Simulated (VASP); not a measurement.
```
YN
1.0
    0.00000     2.42776     2.42776
    2.42776     0.00000     2.42776
    2.42776     2.42776     0.00000
Y N
1 1
Direct
  0.00000   0.00000   0.00000
  0.48970   0.51030   0.48970
```

These are PBEsol GGA, VASP's PBE PAW potentials (set 64) (plane waves; VASP 6.6.1) values and carry that method's errors. Numerical set-up: 600 eV cut-off, 10×10×10 Γ-centred mesh, Gaussian smearing of 0.050 eV, potentials Y_sv N.

Question: Give the force on each atom (eV/Å).

Answer: 
| atom | Fx | Fy | Fz |
|---|---|---|---|
| Y1 | 0.000 | -0.082 | 0.000 |
| N2 | 0.000 | 0.082 | 0.000 |

Question: Give the stress tensor in GPa (positive for a compressed cell).

Answer: 
```
-0.27   0.00   0.00
 0.00   0.32   0.00
 0.00   0.00  -0.27
```
The pressure is its mean diagonal, -0.08 GPa.

The compound is YN in the rock salt structure. This cell was strained or had an atom moved on purpose.
